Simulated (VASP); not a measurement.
Method: r2SCAN+rVV10, VASP's PBE PAW potentials (set 64) (plane waves; VASP).

The input files of a VASP run:

POSCAR:
```
Au
1
    0.0000000000     2.0546434410     2.0546434410
    2.0546434410     0.0000000000     2.0546434410
    2.0546434410     2.0546434410     0.0000000000
Au
1
Direct
  0.0000000000   0.0000000000   0.0000000000
```

### INCAR
```
BPARAM=11.95
SYSTEM=Au
METAGGA=R2SCAN
ISIF=2
LREAL=.FALSE.
ISMEAR=1
SIGMA=0.1   ! width (eV)
PREC=Accurate
ALGO=Normal
LWAVE=.FALSE.
ENCUT=520   ! plane-wave cut-off (eV)
CPARAM=0.0093
NELM=100   ! most electronic steps
LMAXMIX=6
EDIFF=1E-7   ! SCF stop (eV)
LASPH=.TRUE.
LCHARG=.FALSE.
LUSE_VDW=.TRUE.
LMIXTAU=.TRUE.
```

### KPOINTS
```
K-points
0
Gamma
15 15 15
0 0 0
```

POTCAR, in this order: Au (PBE.64 set). Program: vasp_std.

Output of the run:

OSZICAR:
```
       N       E                     dE             d eps       ncg     rms          rms(c)
DAV:   1    -0.548613155981E+01   -0.54861E+01   -0.59635E+03  2329   0.112E+03
DAV:   2    -0.539422863893E+02   -0.48456E+02   -0.46221E+02  2273   0.207E+02
DAV:   3    -0.543975809039E+02   -0.45529E+00   -0.45506E+00  2598   0.205E+01
DAV:   4    -0.543990297613E+02   -0.14489E-02   -0.14488E-02  2529   0.122E+00
DAV:   5    -0.543990396602E+02   -0.98989E-05   -0.99002E-05  2419   0.954E-02    0.931E+00
DAV:   6    -0.500623021585E+02    0.43367E+01   -0.53741E+00  2197   0.227E+01    0.663E+00
DAV:   7    -0.503355970587E+02   -0.27329E+00   -0.45851E-01  2177   0.502E+00    0.412E+00
DAV:   8    -0.503579366092E+02   -0.22340E-01   -0.10345E-01  2212   0.236E+00    0.564E-01
DAV:   9    -0.503837276012E+02   -0.25791E-01   -0.22675E-02  2224   0.115E+00    0.703E-02
DAV:  10    -0.503839876135E+02   -0.26001E-03   -0.19906E-03  2253   0.411E-01    0.584E-02
DAV:  11    -0.503843367472E+02   -0.34913E-03   -0.67870E-04  2294   0.231E-01    0.379E-02
DAV:  12    -0.503844922454E+02   -0.15550E-03   -0.11482E-04  2268   0.100E-01    0.143E-02
DAV:  13    -0.503845285547E+02   -0.36309E-04   -0.48546E-05  2373   0.674E-02    0.165E-03
DAV:  14    -0.503845278009E+02    0.75379E-06   -0.70429E-06  2341   0.198E-02    0.398E-03
DAV:  15    -0.503845292783E+02   -0.14774E-05   -0.14707E-06  2258   0.113E-02    0.109E-03
DAV:  16    -0.503845298864E+02   -0.60810E-06   -0.53402E-07  2167   0.528E-03    0.294E-04
DAV:  17    -0.503845298800E+02    0.64495E-08   -0.14074E-08  1095   0.120E-03
   1 F= -.50384530E+02 E0= -.50384375E+02  d E =-.465231E-03
```

### OUTCAR
```
------------------------ aborting loop because EDIFF is reached ----------------------------------------
  FORCE on cell =-STRESS in cart. coord.  units (eV):
  Direction    XX          YY          ZZ          XY          YZ          ZX
  --------------------------------------------------------------------------------------
  Total        0.0030180      0.0030180      0.0030180      0.0000000     -0.0000000      0.0000000
  in kB        0.2787365      0.2787365      0.2787365      0.0000000     -0.0000000      0.0000000
  external PRESSURE =       0.2787365 kB  Pullay stress =       0.0000000 kB
  volume of cell :       17.35
      direct lattice vectors                 reciprocal lattice vectors
     0.000000000  2.054643441  2.054643441    -0.243351226  0.243351226  0.243351226
     2.054643441  0.000000000  2.054643441     0.243351226 -0.243351226  0.243351226
     2.054643441  2.054643441  0.000000000     0.243351226  0.243351226 -0.243351226
 POSITION                                       TOTAL-FORCE (eV/Angst)
 -----------------------------------------------------------------------------------
      0.00000      0.00000      0.00000         0.000000      0.000000      0.000000
 -----------------------------------------------------------------------------------
    total drift:                               -0.000000      0.000000     -0.000000
  FREE ENERGIE OF THE ION-ELECTRON SYSTEM (eV)
  ---------------------------------------------------
  free  energy   TOTEN  =       -50.3845298800 eV

  energy  without entropy=      -50.3840646486  energy(sigma->0) =      -50.38437480
```
(Selected blocks of OUTCAR.)

The compound is Au in the fcc structure. It was relaxed first.
